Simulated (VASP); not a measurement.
Given:

```
CELL_PARAMETERS angstrom
      0.00000     2.94476     2.94476
      2.94476     0.00000     2.94476
      2.94476     2.94476     0.00000
ATOMIC_POSITIONS crystal
  Al 0.25000 0.25000 0.25000
  Al 0.75000 0.75000 0.75000
  Pt 0.00000 0.00000 0.00000
```

Level of theory: AM05 GGA, VASP's PBE PAW potentials (set 64) (plane waves; VASP). Numerical set-up: 520 eV cut-off, Gaussian smearing of 0.050 eV, potentials Al Pt.

Question: Give the energies of bands 1 to 11 at the high-symmetry points, in eV from the Fermi level.

Answer: 
```
band       Γ      X      U      L      W
----  ------  -----  -----  -----  -----
1     -10.31  -6.36  -6.51  -7.96  -6.05
2      -5.12  -6.13  -5.95  -6.15  -6.05
3      -5.12  -5.85  -5.64  -4.80  -5.46
4      -5.12  -3.84  -4.37  -4.80  -5.18
5      -3.76  -3.84  -4.02  -3.76  -3.84
6      -3.76  -3.47  -3.70  -3.53  -3.31
7       3.12  -3.25  -3.09  -3.53  -2.81
8       3.80  -1.64  -2.03   1.01  -2.81
9       3.80  -1.64  -0.63   1.01  -0.91
10      3.80   3.23   3.33   3.78   5.25
11      5.45   3.34   5.42   5.17   5.25
```

It has no gap at this level: it comes out as a metal or semimetal.

The compound is PtAl2 in the fluorite structure. It was relaxed first.
